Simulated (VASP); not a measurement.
Here is the system:

```yaml
crystal:
  lattice:
    - [4.59459, 0.00000, 0.00000]
    - [0.00000, 4.59459, 0.00000]
    - [0.00000, 0.00000, 2.95829]
  atoms:
    - { symbol: Ti, position: [0.00000, 0.00000, 0.00000] }
    - { symbol: Ti, position: [0.50000, 0.50000, 0.50000] }
    - { symbol: O, position: [0.30455, 0.30455, 0.00000] }
    - { symbol: O, position: [0.80455, 0.19545, 0.50000] }
    - { symbol: O, position: [0.19545, 0.80455, 0.50000] }
    - { symbol: O, position: [0.69545, 0.69545, 0.00000] }
```

Computed with SCAN meta-GGA, VASP's PBE PAW potentials (set 64) (plane waves; VASP 6.6.1). Settings: 520 eV cut-off, 6×6×8 Γ-centred mesh, tetrahedra with Blöchl corrections, potentials Ti_sv O.

The cores are frozen, which limits the accuracy of field gradients.

Q: Give the principal components of the electric field gradient (V/Å²) and the asymmetry η at each nucleus.

A: 
```csv
atom,Vxx,Vyy,Vzz,η
Ti1,13.1,8.1,-21.2,0.23
Ti2,13.1,8.1,-21.2,0.23
O3,23.4,1.2,-24.6,0.90
O4,23.4,1.2,-24.6,0.90
O5,23.4,1.2,-24.6,0.90
O6,23.4,1.2,-24.6,0.90
```

The compound is TiO2 in the rutile structure. It was relaxed first.
